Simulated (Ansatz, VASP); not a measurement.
# Li2CdCl4 (Li2CdCl4 (Imma)) in two plane-wave programs, part 2 of 2

Wanted: the spread between two codes on one cell, functional and k mesh. The structure shown is the end of the VASP relaxation below.

VASP 6.6.1 and Ansatz 0.2.0.

So far: Starting point; VASP: relaxation, PBEsol.

### Step 3. Ansatz: single point, PBEsol

Level of this step: Ansatz beside VASP: Kohn-Sham DFT, plane waves, PBEsol (Ansatz).

Ansatz runs on its default PAW (the set named soft_2) files.

The same cell, functional, mesh and smearing now go to Ansatz, which takes its cutoff from its data sets.

The input, input.yaml:

```yaml
crystal:
  lattice:
    - [-3.68808015, 3.81219228, 5.23400021]
    - [3.68808015, -3.81219228, 5.23400021]
    - [3.68808015, 3.81219228, -5.23400021]
  atoms:
    - { symbol: Li, position: [0.89200359, 0.14200359, 0.75] }
    - { symbol: Li, position: [0.5, 0.0, 0.0] }
    - { symbol: Li, position: [0.5, 0.5, 0.5] }
    - { symbol: Li, position: [0.10799641, 0.85799641, 0.25] }
    - { symbol: Cd, position: [0.5, 0.5, 0.0] }
    - { symbol: Cd, position: [0.0, 0.5, 0.5] }
    - { symbol: Cl, position: [0.27325593, 0.25438863, 0.0188673] }
    - { symbol: Cl, position: [0.74550545, 0.24787523, 0.00236978] }
    - { symbol: Cl, position: [0.73552133, 0.25438863, 0.4811327] }
    - { symbol: Cl, position: [0.74550545, 0.74313567, 0.49763022] }
    - { symbol: Cl, position: [0.25449455, 0.25686433, 0.50236978] }
    - { symbol: Cl, position: [0.26447867, 0.74561137, 0.5188673] }
    - { symbol: Cl, position: [0.25449455, 0.75212477, 0.99763022] }
    - { symbol: Cl, position: [0.72674407, 0.74561137, 0.9811327] }
hamiltonian:
  xc: pbesol
  pseudopotentials: { kind: paw }
kpoints:
  mp_grid: { grid: [4, 4, 4] }
scf:
  occupations: { method: gaussian, width: 0.05 }
  n_extra_bands: 7
output:
  forces: true
  stress: true
  eigenvalues: true
  write_density: true
  write_potential: true
  elf: true
  volumetric_format: npy
```

On the command line:

```bash
ansatz run input.yaml --threads 4 --pin off --max-ram 18432MiB --backend cpu --events-out ev --progress --plain --runs-dir out
```

Numbers of over 12 decimals in the logs are rounded to 6 here.

Output:

```text
scf.n_extra_bands = 7 over 54 filled bands (N_el = 108.0): the run solves 61 bands
Engine: ansatz 0.2.0, aarch64-unknown-linux-gnu
Pseudopotentials: kind: paw
Pseudopotential: Li, paw, valence charge 3, recommended cutoff 420 eV (normal), Li.paw.azcp
Pseudopotential: Cd, paw, valence charge 20, recommended cutoff 420 eV (normal), Cd.paw.azcp
Pseudopotential: Cl, paw, valence charge 7, recommended cutoff 420 eV (normal), Cl.paw.azcp
Functional definition: PBEsol
  exchange = pbesol_x
  correlation = pbesol_c
Crystal: 14 atoms, lattice volume = 294.353 Å³
Basis set: ecut = 420 eV, 5765 PW (Γ), exchange–correlation on 100×100×100 points (8 copies of the dense FFT grid, shifted against one another)
Bands: 61, of which v1, the nominal top of the filled ones, is band 54 counted from 1 (53 counted from 0)
Symmetry: 8 space group operations
Space group: Imma (ITA 74), of the structure as read, at distance tolerance 6.7e-5 Å
k-points: 18 of 64
Non-local potential: Li, projectors of the file, l = 0: 3, l = 1: 2, l = 2: 1
Non-local potential: Cd, projectors of the file, l = 0: 3, l = 1: 2, l = 2: 2, l = 3: 1
Non-local potential: Cl, projectors of the file, l = 0: 2, l = 1: 2, l = 2: 2
PAW form: soft (Blöchl's): semilocal exchange-correlation on the pseudo side does not see the compensation charge
PAW frozen core: Cd, regenerated for the run's functional, and the local potential with it (the file was generated under x = pbe(κ = 0.804, μ = 0.219515), c = pbe(β = 0.066725))
PAW frozen core: Cl, regenerated for the run's functional, and the local potential with it (the file was generated under x = pbe(κ = 0.804, μ = 0.219515), c = pbe(β = 0.066725))
PAW one-centre angular grid: Li, 110 points (default); XC on 64 Gauss nodes
PAW one-centre angular grid: Cd, 590 points (default); XC on 64 Gauss nodes
PAW one-centre angular grid: Cl, 110 points (default); XC on 64 Gauss nodes
Initial density: superposition of atomic densities (neutral atoms: chi_scale 0, normalization atom), corrected by the library's trained network
Initial wavefunctions: pseudopotential atomic-orbital guess
Functional: x = pbesol(κ = 0.804, μ = 0.123457), c = pbesol(β = 0.046)
SCF iter   1: F=—  HF=-25687.734775 eV  |F-HF|=—  |Δ(HF+E_count)|=         —  Δρ=4.35e-3  dr2=7.02e-2  ethr=1.77e-3  ⟨swp⟩=8.4  Hψ=4629  notcnv=0  defer=6
preconditioner: auto → Resta (q_TF=auto, 2.308 Å⁻¹)  ε∞=4.0  [insulator: Δε(μ)=3.582 eV  Ē_g=11.412 eV  σ=0.050 eV  W_gap=1.00  n_scr=58 (ndim 8)  ℏωp=19.8 eV  f_vac=0.060  D(μ)=0.00/eV (n_scr^D=0)  ε∞_Penn≈4.0]
SCF iter   2: F=—  HF=-25687.714890 eV  |F-HF|=—  |Δ(HF+E_count)|=   1.99e-2  Δρ=1.81e-3  dr2=1.27e-2  ethr=6.50e-5  ⟨swp⟩=2.5  Hψ=2084  notcnv=0  defer=19
SCF iter   3: F=—  HF=-25687.711768 eV  |F-HF|=—  |Δ(HF+E_count)|=   3.12e-3  Δρ=4.24e-4  dr2=3.86e-4  ethr=1.18e-5  ⟨swp⟩=2.0  Hψ=1756  notcnv=0  defer=19
SCF iter   4: F=—  HF=-25687.711950 eV  |F-HF|=—  |Δ(HF+E_count)|=   1.83e-4  Δρ=1.47e-4  dr2=7.50e-5  ethr=3.58e-7  ⟨swp⟩=2.0  Hψ=1671  notcnv=0  defer=19
SCF iter   5: F=—  HF=-25687.711910 eV  |F-HF|=—  |Δ(HF+E_count)|=   4.09e-5  Δρ=3.69e-5  dr2=6.03e-6  ethr=6.94e-8  ⟨swp⟩=2.0  Hψ=1968  notcnv=0  defer=19
SCF iter   6: F=—  HF=-25687.711917 eV  |F-HF|=—  |Δ(HF+E_count)|=   7.95e-6  Δρ=1.42e-5  dr2=9.49e-7  ethr=5.58e-9  ⟨swp⟩=2.0  Hψ=1819  notcnv=0  defer=19
SCF iter   7: F=-25687.711918 eV  HF=-25687.711918 eV  |F-HF|=8.64e-8  |Δ(HF+E_count)|=   6.92e-7  Δρ=3.92e-6  dr2=9.25e-8  ethr=9.26e-11  ⟨swp⟩=13.3  Hψ=8513  notcnv=0
SCF 1 converged in 7 iterations: F = -25687.711918 eV  dr2 = 9.25e-8
  greatest PAW one-centre occupation: 1.000 electrons in one spin orbital (limit 2), on the Cd atom at site 4 (counted from 0), in its partial waves of l = 0
SCF converged after 7 iterations
Free energy (F): -25687.711918 eV
Harris-Foulkes:  -25687.711918 eV  (|F-HF|=8.64e-8)
Internal energy: -25687.711918 eV  (E = F + TS)
E sigma→0 (E₀):  -25687.711918 eV
Fermi energy:    4.430133 eV
--- Per-component energies (eV) ---
  E_band       = -1605.026488
  E_kinetic    = 2384.779092
  E_local      = -12119.881502  (includes V_loc(G=0)·N_el)
  E_nonlocal   = 176.516904
  E_hartree    = 5265.720549
  E_xc         = -1240.253636
  E_vxc        = -1466.982722  (∫ρ·V_xc dr)
  E_paw        = -13244.735588  (= ΣΔE_a)
  E_vpaw       = -1110.914024  (= ΣTr[D̂ρ^β])
  E_aug_tail   = 0.000820  (compensation charges beyond the density's cutoff)
  E_ewald      = -6911.169935
  E_core_change = 1.311376  (= ΣΔE_core)
  E_smearing   = -0.000000  (= −TS)
  E_closure    = -0.000000  (closes the sum)
  Σ components = -25687.711918   (vs F -25687.711918, Δ=0.00e0)
--- Forces (eV/Å), atoms counted from 1 ---
  atom   1  Li     0.00000000    -0.00000000    -0.00177065
  atom   2  Li     0.00000000     0.00000000     0.00000000
  atom   3  Li     0.00000000    -0.00000000    -0.00000000
  atom   4  Li     0.00000000     0.00000000     0.00177065
  atom   5  Cd     0.00000000     0.00000000     0.00000000
  atom   6  Cd     0.00000000     0.00000000     0.00000000
  atom   7  Cl     0.00000000    -0.00747830     0.04454370
  atom   8  Cl     0.04489897    -0.00000000     0.01272670
  atom   9  Cl     0.00000000     0.00747830     0.04454370
  atom  10  Cl    -0.04489897     0.00000000     0.01272670
  atom  11  Cl     0.04489897    -0.00000000    -0.01272670
  atom  12  Cl     0.00000000    -0.00747830    -0.04454370
  atom  13  Cl    -0.04489897     0.00000000    -0.01272670
  atom  14  Cl     0.00000000     0.00747830    -0.04454370
  max |Σ_I F_I| component: 6.94e-18 eV/Å
--- Stress (GPa, compression-positive) ---
       -0.085019       0.000000       0.000000
        0.000000      -0.117157      -0.000000
        0.000000      -0.000000      -0.118416
  P = ⅓ Tr σ = -0.1069 GPa (-1.069 kbar)
--- Band table (eV; the first three rows and the last of 18) ---
  k-point 0: bands = [... 50 lower, 2.3352, 2.3974, 2.4958, 2.6117, 6.2486, 6.7834, 8.9409, 8.9795, ... 3 higher]
  k-point 1: bands = [... 50 lower, 2.1290, 2.1720, 2.4619, 2.5308, 6.9313, 7.2137, 9.4690, 9.4906, ... 3 higher]
  k-point 2: bands = [... 50 lower, 2.0568, 2.0568, 2.4682, 2.4682, 7.6590, 7.6590, 10.1436, 10.1436, ... 3 higher]
  k-point 17: bands = [... 50 lower, 2.0745, 2.2638, 2.3081, 2.3161, 7.5204, 7.9555, 9.8483, 9.9971, ... 3 higher]
```

The job ended after 7.5 s (4 threads of Arm Neoverse V1, shared host; peak memory 0.89 GiB; 29 s of CPU time).

The run ends at a pressure of -0.11 GPa, with forces up to 0.047 eV/Å.

### Step 4. Differences

Known differences besides the potentials themselves: the data sets hold 108 valence electrons in Ansatz (default PAW (the set named soft_2) files) and 84 in VASP; the cutoff is 420 eV in Ansatz and 360 eV in VASP (PREC = Accurate, projectors in real space); Ansatz makes its cores anew for this functional, VASP keeps those of its PBE data sets; VASP leaves aspherical gradient terms in its spheres out (LASPH is not set), Ansatz keeps them. Total energies have different zeros and are not compared.

Both answers:

| quantity | Ansatz | VASP | difference |
| --- | --- | --- | --- |
| pressure (GPa) | -0.11 | -0.04 | -0.06 |
| gap on the k mesh (eV) | 3.637 | 3.632 | +0.005 |

At this near-relaxed geometry the largest component of a force difference is 33 meV/Å. A gap on the mesh is an upper bound, since the band edges may lie between its points.

### Step 5. Other set-ups

Further runs change the set-up of one program: Ansatz's method, potentials or start, or VASP's data sets, cutoff or form of LDA. The table gives Ansatz less VASP for each quantity, since a change that brings one quantity closer may part another.

| run | r.m.s. force difference (meV/Å) | pressure (GPa) | gap on the k mesh (eV) |
| --- | --- | --- | --- |
| as above | 14 | -0.064 | 0.0053 |
| cores kept as stored | 14 | -0.055 | 0.0064 |
| Ansatz's larger PAW set (cutoff 900 eV) | 14 | -0.066 | 0.0067 |

### Step 6. Results

```
r.m.s. force difference (single point, PBEsol) : 14 meV/Å
```

The r.m.s. force difference is 14 meV/Å (single point, PBEsol), beyond the 12 meV/Å picked in this series as the mark of a large difference. Single point, PBEsol, Ansatz's larger PAW set (cutoff 900 eV): the difference in gap on the k mesh goes from 0.0053 to 0.0067 eV. 1 further run of this series is not shown here. How closely two codes agree says nothing of how well the functional describes the real material.

[Lines on the potential files, build, host, timing and source positions are cut from VASP's logs without a mark.]

[Logs are printed without paths, hosts, clocks, repeated set-up lines and the standing remarks that a program may print on its own settings, such as how far it seeks lower states.]

[Hosts, paths, dates, database ids (printed as entryN), source tags and the programs' standing remarks are cut or masked in the printed files.]
